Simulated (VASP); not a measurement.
Si11WC12 (a cell with a defect): relaxation of the atoms with PBEsol+U

The system is Si11WC12 (a cell with a defect).

```
W Si C
1.0
     0.00000    6.53700    6.53700
     4.35800    0.00000    4.35800
     4.35800    4.35800    0.00000
W Si C
1 11 12
Direct
  0.00582 0.00035 0.99169
  0.99900 0.01385 0.49543
  0.99951 0.50077 0.00020
  0.00575 0.50682 0.48849
  0.33351 0.99580 0.99685
  0.33649 0.00131 0.49954
  0.33262 0.50276 0.99502
  0.33373 0.49961 0.50625
  0.67024 0.99958 0.00654
  0.67242 0.98860 0.49343
  0.66829 0.48890 0.00358
  0.66590 0.49657 0.50701
  0.08008 0.12432 0.12955
  0.08630 0.12555 0.62240
  0.07966 0.62707 0.13559
  0.08414 0.62367 0.62543
  0.41528 0.12555 0.12919
  0.41777 0.12218 0.61971
  0.41958 0.62142 0.12675
  0.41023 0.62386 0.62931
  0.75098 0.12977 0.12237
  0.74771 0.12536 0.63641
  0.75933 0.61879 0.12151
  0.75317 0.62254 0.62361
```

The cell isn't the ideal one: atoms moved at random, drawn with an rms of 0.05 Å.

| Property | Result |
| --- | --- |
| Program | VASP 6.6.1 |
| Task | relaxation of the atoms |
| Functional | PBEsol |
| Potentials or basis | VASP PAW PBE potentials, release 64 (W_sv, Si, C) |
| Cutoff | 450 eV |
| k mesh | 2 × 3 × 3 |
| Occupations | gaussian, width 0.03 eV |
| Spin | collinear spin, ferromagnetic start |
| Starting moments | [1.0, 0.0, 0.0, 0.0, 0.0, 0.0, 0.0, 0.0, 0.0, 0.0, 0.0, 0.0, 0.0, 0.0, 0.0, 0.0, 0.0, 0.0, 0.0, 0.0, 0.0, 0.0, 0.0, 0.0] μB |
| Fixed moment | 1 μB |
| Hubbard terms | W d U = 2 eV |
| Dq | 1 |
| Further INCAR settings | LREAL = Auto; ALGO = Normal; EDIFF = 1e-05; ISYM = 0; IBRION = 2; EDIFFG = -0.03; NSW = 60; NELECT = 105.0 |

The energy gained by relaxing is 65.6 meV/atom and the ionic steps are 16. The largest force after relaxing is 0.019 eV/Å and the net moment is 1.00 μB per cell. The site moments are W +0.60; Si +0.02, +0.01, +0.00; C -0.01, +0.00, +0.01, -0.00 μB and the valence electrons inside the program's atomic spheres are W 12.31; Si 1.67, 1.68; C 2.54, 2.53.

Forces on the atoms (eV/Å):
```
W    0.000  0.006 -0.008
Si  -0.003  0.014 -0.008
Si   0.005 -0.009 -0.010
Si  -0.014  0.013 -0.003
Si   0.004 -0.001  0.005
Si   0.008 -0.008  0.000
Si  -0.004 -0.001  0.001
Si   0.006  0.007  0.006
Si   0.007 -0.010  0.001
Si  -0.002 -0.001  0.013
Si  -0.014  0.003  0.006
Si  -0.009 -0.001  0.000
C    0.002 -0.007 -0.009
C   -0.004 -0.004  0.009
C   -0.014  0.011 -0.004
C    0.002  0.011  0.002
C    0.014  0.003 -0.002
C   -0.004 -0.004 -0.004
C   -0.004  0.003  0.007
C   -0.006  0.007  0.002
C    0.011  0.002  0.011
C    0.000 -0.012 -0.010
C    0.012 -0.012 -0.007
C    0.007 -0.009  0.002
```

Step by step:
```csv
step,energy change (eV),largest force (eV/Å),pressure (GPa)
1,0.0000,3.9728,1.24
2,-0.9374,2.6642,-2.12
3,-1.4185,1.1221,-1.62
4,-1.5044,1.2347,-1.75
5,-1.5216,0.6947,-1.77
6,-1.5565,0.1947,-1.77
7,-1.5570,0.1998,-1.77
8,-1.5683,0.1613,-1.78
9,-1.5685,0.1922,-1.78
10,-1.5726,0.1120,-1.79
11,-1.5726,0.1189,-1.79
12,-1.5739,0.0641,-1.80
13,-1.5739,0.0644,-1.80
14,-1.5746,0.0441,-1.79
15,-1.5746,0.0454,-1.79
16,-1.5751,0.0193,-1.79
```

Final structure:
```
CELL_PARAMETERS angstrom
0.00000 6.53700 6.53700
4.35800 0.00000 4.35800
4.35800 4.35800 0.00000
ATOMIC_POSITIONS crystal
W 0.99710 0.00176 0.00180
Si 0.99879 0.99585 0.50380
Si 0.99894 0.50349 0.99606
Si 0.99876 0.50326 0.50358
Si 0.33853 0.99772 0.99877
Si 0.34125 0.99577 0.49612
Si 0.34112 0.49529 0.99676
Si 0.33519 0.49916 0.50014
Si 0.66680 0.99641 0.99777
Si 0.66356 0.99851 0.50911
Si 0.66350 0.50765 0.00007
Si 0.66824 0.49875 0.49997
C 0.08938 0.12904 0.12937
C 0.09107 0.12781 0.60803
C 0.09093 0.60800 0.12821
C 0.08509 0.62434 0.62459
C 0.42003 0.12264 0.12350
C 0.41585 0.12527 0.62731
C 0.41577 0.62625 0.12635
C 0.41898 0.62330 0.62421
C 0.73493 0.13244 0.13399
C 0.75148 0.12433 0.62491
C 0.75157 0.62356 0.12548
C 0.75061 0.62441 0.62591
```

Eigenvalues of the final occupation matrices:
```tsv
site	spin	trace	eigenvalues
site 1 d	1	2.06	0.41 0.41 0.41 0.42 0.42
site 1 d	2	1.48	0.15 0.15 0.39 0.40 0.40
```

Run time: 22 min on 4 MPI ranks on Intel(R) Xeon(R) Platinum 8488C (Sapphire Rapids), with other jobs on the host, peak memory 0.63 GiB a rank.

Caveat: the k mesh is coarse (spacing up to 0.42 Å⁻¹), so the values aren't converged; the cell is charged against a uniform background, so pressure and absolute levels hang on convention; the cutoff is under 1.25 times the usual one of these potentials, so pressure, stress and relaxed cells hold a basis-set (Pulay) error; the PAW data sets were made with another functional, which shifts forces and pressure a little; the total moment is fixed, so each spin has its own Fermi level; the U is typed as a test and isn't derived for this compound. Spin-orbit coupling is left out, which matters for the levels of W.
